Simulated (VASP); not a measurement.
A convergence study with VASP on ZnS (zinc blende): one setting is varied, all else stays as given below, so the limit is that of these other settings. The cell's lengths are 1 % over those of the tabulated start and one atom is moved, so it is off equilibrium.

```
ZnS
1.0
    0.00000     2.73205     2.73205
    2.73205     0.00000     2.73205
    2.73205     2.73205     0.00000
Zn S
1 1
Cartesian
  0.00000   0.00000   0.00000
  1.42663   1.36603   1.36603
```

Method: PBEsol GGA, VASP's PBE PAW potentials (set 64) (plane waves; VASP 6.6.1). The tightest run used: 1000 eV cut-off, 9×9×9 Γ-centred mesh, Gaussian smearing of 0.050 eV, potentials Zn S.

Gaps are read on the run's mesh, which can miss a band edge.

Question: The settings run are ENCUT = 150; ENCUT = 200; ENCUT = 250; ENCUT = 300; ENCUT = 350; ENCUT = 400; ENCUT = 450; ENCUT = 500; ENCUT = 550; ENCUT = 600; ENCUT = 650; ENCUT = 700; ENCUT = 750; ENCUT = 800; ENCUT = 850; ENCUT = 1000. From which on does the energy per atom stay within 0.005 eV/atom of the tightest run?

Answer: From ENCUT = 300 on: it is off by 0.0027 there and by no more than 0.005 in any finer run, while ENCUT = 250 is off by 0.0160.
```json
[
 {"setting": "ENCUT = 150", "E (eV/atom)": "-0.3688", "pressure (GPa)": "-228.69", "gap on the mesh (eV)": "1.605", "plane waves": "178", "difference judged (eV/atom)": "3.4066"},
 {"setting": "ENCUT = 200", "E (eV/atom)": "-3.5398", "pressure (GPa)": "-40.06", "gap on the mesh (eV)": "1.819", "plane waves": "275", "difference judged (eV/atom)": "0.2356"},
 {"setting": "ENCUT = 250", "E (eV/atom)": "-3.7594", "pressure (GPa)": "-8.24", "gap on the mesh (eV)": "1.781", "plane waves": "375", "difference judged (eV/atom)": "0.0160"},
 {"setting": "ENCUT = 300", "E (eV/atom)": "-3.7728", "pressure (GPa)": "-4.06", "gap on the mesh (eV)": "1.784", "plane waves": "531", "difference judged (eV/atom)": "0.0027"},
 {"setting": "ENCUT = 350", "E (eV/atom)": "-3.7740", "pressure (GPa)": "-4.05", "gap on the mesh (eV)": "1.786", "plane waves": "620", "difference judged (eV/atom)": "0.0014"},
 {"setting": "ENCUT = 400", "E (eV/atom)": "-3.7744", "pressure (GPa)": "-4.08", "gap on the mesh (eV)": "1.788", "plane waves": "751", "difference judged (eV/atom)": "0.0010"},
 {"setting": "ENCUT = 450", "E (eV/atom)": "-3.7749", "pressure (GPa)": "-3.94", "gap on the mesh (eV)": "1.789", "plane waves": "903", "difference judged (eV/atom)": "0.0005"},
 {"setting": "ENCUT = 500", "E (eV/atom)": "-3.7753", "pressure (GPa)": "-3.85", "gap on the mesh (eV)": "1.790", "plane waves": "1049", "difference judged (eV/atom)": "0.0002"},
 {"setting": "ENCUT = 550", "E (eV/atom)": "-3.7754", "pressure (GPa)": "-3.84", "gap on the mesh (eV)": "1.790", "plane waves": "1243", "difference judged (eV/atom)": "0.0001"},
 {"setting": "ENCUT = 600", "E (eV/atom)": "-3.7754", "pressure (GPa)": "-3.86", "gap on the mesh (eV)": "1.790", "plane waves": "1372", "difference judged (eV/atom)": "0.0000"},
 {"setting": "ENCUT = 650", "E (eV/atom)": "-3.7754", "pressure (GPa)": "-3.85", "gap on the mesh (eV)": "1.790", "plane waves": "1550", "difference judged (eV/atom)": "0.0000"},
 {"setting": "ENCUT = 700", "E (eV/atom)": "-3.7754", "pressure (GPa)": "-3.83", "gap on the mesh (eV)": "1.790", "plane waves": "1739", "difference judged (eV/atom)": "0.0000"},
 {"setting": "ENCUT = 750", "E (eV/atom)": "-3.7755", "pressure (GPa)": "-3.82", "gap on the mesh (eV)": "1.790", "plane waves": "1932", "difference judged (eV/atom)": "0.0000"},
 {"setting": "ENCUT = 800", "E (eV/atom)": "-3.7755", "pressure (GPa)": "-3.83", "gap on the mesh (eV)": "1.790", "plane waves": "2122", "difference judged (eV/atom)": "0.0000"},
 {"setting": "ENCUT = 850", "E (eV/atom)": "-3.7755", "pressure (GPa)": "-3.82", "gap on the mesh (eV)": "1.790", "plane waves": "2306", "difference judged (eV/atom)": "0.0000"},
 {"setting": "ENCUT = 1000", "E (eV/atom)": "-3.7754", "pressure (GPa)": "-3.83", "gap on the mesh (eV)": "1.790", "plane waves": "2943", "difference judged (eV/atom)": "0.0000"}
]
```

Left out are rungs that failed or repeat a setting and relaxations that didn't move; long series are thinned to 24 rows.

The compound is ZnS in the zinc blende structure. The cell was not relaxed at this level, it is distorted from the ideal structure.
